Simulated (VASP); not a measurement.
These are rev-vdW-DF2, VASP's PBE PAW potentials (set 64) (plane waves; VASP) values and carry that method's errors.

A VASP calculation is set up with these files.

### INCAR
```
LORBIT = 11
AGGAC = 0.0
PREC = Accurate
SYSTEM = GaAs
ISIF = 2   ! forces and stress, cell fixed
EDIFF = 1E-7   ! SCF stop (eV)
ISMEAR = -5   ! tetrahedra, Bloechl
LCHARG = .TRUE.
PARAM1 = 0.1234568
LREAL = .FALSE.
GGA = MK
ZAB_VDW = -1.8867
NEDOS = 601   ! DOS grid
LASPH = .TRUE.
LWAVE = .FALSE.
ALGO = Normal
LUSE_VDW = .TRUE.
ENCUT = 520   ! plane-wave cut-off (eV)
NELM = 100   ! most electronic steps
LMAXMIX = 4
PARAM2 = 0.7114
```

### POSCAR
```
GaAs
5.7150660
  0.0000000000   0.4999999721   0.4999999721
  0.4999999721   0.0000000000   0.4999999721
  0.4999999721   0.4999999721   0.0000000000
Ga As
1 1
Cartesian
  0.0000000000   0.0000000000   0.0000000000
  0.2499999861   0.2499999861   0.2499999861
```

### KPOINTS
```
kpoints
0
gamma
9 9 9
0 0 0
```

POTCAR, in this order: Ga_d As (PBE.64 set). Program: vasp_std.

The resulting files:

### OSZICAR
```
       N       E                     dE             d eps       ncg     rms          rms(c)
DAV:   1     0.850774521306E+02    0.85077E+02   -0.93359E+03   926   0.192E+03
DAV:   2     0.243150743203E+01   -0.82646E+02   -0.80203E+02   970   0.330E+02
DAV:   3    -0.396908544326E+01   -0.64006E+01   -0.63685E+01  1100   0.769E+01
DAV:   4    -0.407771321688E+01   -0.10863E+00   -0.10857E+00  1057   0.109E+01
DAV:   5    -0.407963605786E+01   -0.19228E-02   -0.19226E-02  1090   0.125E+00    0.272E+00
DAV:   6    -0.393344423892E+01    0.14619E+00   -0.26002E-01  1405   0.903E+00    0.161E+00
DAV:   7    -0.391059769205E+01    0.22847E-01   -0.69243E-02  1113   0.199E+00    0.535E-01
DAV:   8    -0.390973936743E+01    0.85832E-03   -0.88217E-03  1030   0.127E+00    0.883E-02
DAV:   9    -0.390987398226E+01   -0.13461E-03   -0.88660E-04  1074   0.420E-01    0.479E-02
DAV:  10    -0.390989769989E+01   -0.23718E-04   -0.50160E-05  1311   0.853E-02    0.266E-02
DAV:  11    -0.390991550168E+01   -0.17802E-04   -0.20662E-05   950   0.498E-02    0.170E-03
DAV:  12    -0.390991563597E+01   -0.13429E-06   -0.50374E-07  1120   0.116E-02    0.830E-04
DAV:  13    -0.390991576082E+01   -0.12485E-06   -0.14362E-07   875   0.326E-03    0.344E-04
DAV:  14    -0.390991575614E+01    0.46789E-08   -0.32932E-09   510   0.756E-04
   1 F= -.39099158E+01 E0= -.39099158E+01  d E =0.000000E+00
```

File OUTCAR:
```
------------------------ aborting loop because EDIFF is reached ----------------------------------------
  FORCE on cell =-STRESS in cart. coord.  units (eV):
  Direction    XX          YY          ZZ          XY          YZ          ZX
  --------------------------------------------------------------------------------------
  Total        0.0062888      0.0062888      0.0062888     -0.0000000      0.0000000     -0.0000000
  in kB        0.2159095      0.2159095      0.2159095     -0.0000000      0.0000000     -0.0000000
  external PRESSURE =       0.2159095 kB  Pullay stress =       0.0000000 kB
  volume of cell :       46.67
      direct lattice vectors                 reciprocal lattice vectors
     0.000000000  2.857532841  2.857532841    -0.174976117  0.174976117  0.174976117
     2.857532841  0.000000000  2.857532841     0.174976117 -0.174976117  0.174976117
     2.857532841  2.857532841  0.000000000     0.174976117  0.174976117 -0.174976117
  FREE ENERGIE OF THE ION-ELECTRON SYSTEM (eV)
  ---------------------------------------------------
  free  energy   TOTEN  =        -3.9099157561 eV

  energy  without entropy=       -3.9099157561  energy(sigma->0) =       -3.90991576

 total charge

# of ion       s       p       d       tot
------------------------------------------
    1        0.889   0.769   9.989  11.647
    2        1.218   1.570   0.029   2.817
--------------------------------------------------
tot          2.108   2.340  10.018  14.465
```
(Selected blocks of OUTCAR.)

The compound is GaAs in the zinc blende structure. It was relaxed first.
